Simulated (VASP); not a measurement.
Input:

```xyz
2
Lattice="0.0000 3.2165 3.2165 3.2165 0.0000 3.2165 3.2165 3.2165 0.0000" Properties=species:S:1:pos:R:3 pbc="T T T"
Na     0.0000     0.0000     0.0000
I      3.2165     3.2165     3.2165
```

The numbers are results of SCAN meta-GGA, VASP's PBE PAW potentials (set 64) (plane waves; VASP), not measurements. Numerical set-up: 520 eV cut-off, 8×8×8 Γ-centred mesh, tetrahedra with Blöchl corrections, potentials Na_pv I.

Unless said otherwise, spin-orbit coupling is left out, though it shifts the bands of the heavy elements here.

Task: Predict the energy per atom (σ→0), band gap (over mesh and band path) with the smallest direct gap where there is one.

Result: 
| Quantity | Result |
|---|---|
| band gap (over mesh and band path) | 4.44 eV |
| smallest direct gap (over mesh and band path) | 4.44 eV |
| energy per atom (σ→0) | -21.898 eV/atom |

Only differences to runs with the same potentials and settings are physical.

The compound is NaI in the rock salt structure. It was relaxed first.
